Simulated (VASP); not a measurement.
These are RPBE GGA, VASP's PBE PAW potentials (set 64) (plane waves; VASP) values and carry that method's errors. For the first row: Numerical set-up: 520 eV cut-off, 5×5×8 Γ-centred mesh, Gaussian smearing of 0.050 eV, potentials Si O.

```json
[
 {"system": "SiO2 (rutile)", "energy (eV/atom)": "-7.3134"},
 {"system": "Si atom", "energy (eV/atom)": "-0.9306"},
 {"system": "O atom", "energy (eV/atom)": "-1.9855"}
]
```

Atoms are spin-polarised in a large box without symmetry, with the spin fixed by Hund's rule, and may not be in the lowest state of each functional; no zero-point energy is added.

### Question
What is the cohesive energy per atom of SiO2?

### Answer
The references average (2×(-0.9306) + 4×(-1.9855))/6 = -1.6339 eV, so the cohesive energy is -1.6339 − (-7.3134) = 5.680 eV/atom.
